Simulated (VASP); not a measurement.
VASP runs on Eu (bcc) share one base input (PBE GGA, plane waves, VASP's PBE PAW potentials (set 64)) and change the settings named in each case.

**INCAR**
```
! general
SYSTEM  = Eu
PREC    = Accurate
ENCUT   = 400   ! plane-wave cut-off (eV)
LREAL   = F   ! projection in real space or not
LASPH   = T   ! aspherical one-centre terms

! electronic loop
EDIFF   = 1E-6   ! SCF stop (eV)
NELM    = 100   ! most electronic steps
ALGO    = Normal   ! blocked Davidson
LMAXMIX = 6   ! l cut-off of mixed one-centre charges

! smearing
ISMEAR  = 1   ! Methfessel-Paxton
SIGMA   = 0.1   ! width (eV)

! functional
GGA     = PE   ! PBE

! ions
ISIF    = 2   ! forces and stress, cell fixed

! output
LWAVE   = F
LCHARG  = F
```

### POSCAR
```
Eu
1
   -2.3358000000     2.3358000000     2.3358000000
    2.3358000000    -2.3358000000     2.3358000000
    2.3358000000     2.3358000000    -2.3358000000
Eu
1
Direct
  0.0000000000   0.0000000000   0.0000000000
```

File KPOINTS:
```
kpoints
0
gamma
10 10 10
```

POTCAR, in this order: Eu_2 (PBE.64 set). Program: vasp_std.

| change | E(σ→0) (eV/atom) | plane waves |
|---|---|---|
| base run | -1.8261 | 959 |
| ENCUT = 150 | -1.8194 | 236 |
| ENCUT = 200 | -1.8249 | 370 |
| ENCUT = 250 | -1.8256 | 470 |
| ENCUT = 350 | -1.8260 | 771 |
| ENCUT = 450 | -1.8262 | 1144 |
| ENCUT = 650 | -1.8261 | 1961 |
| ENCUT = 750 | -1.8261 | 2404 |
 The 4f electrons are frozen in the core of the lanthanide potential, so 4f levels, which can set the real gap, and their magnetism are missing.

Left out are runs that ran out of time, are held back, or changed the cell or the kind of run, fixed moments of cells without a moment, rows past the twelfth, gaps on odd meshes, pressures of charged cells and columns that move by less than the noise.

The compound is Eu in the bcc structure. The cell was not relaxed at this level.
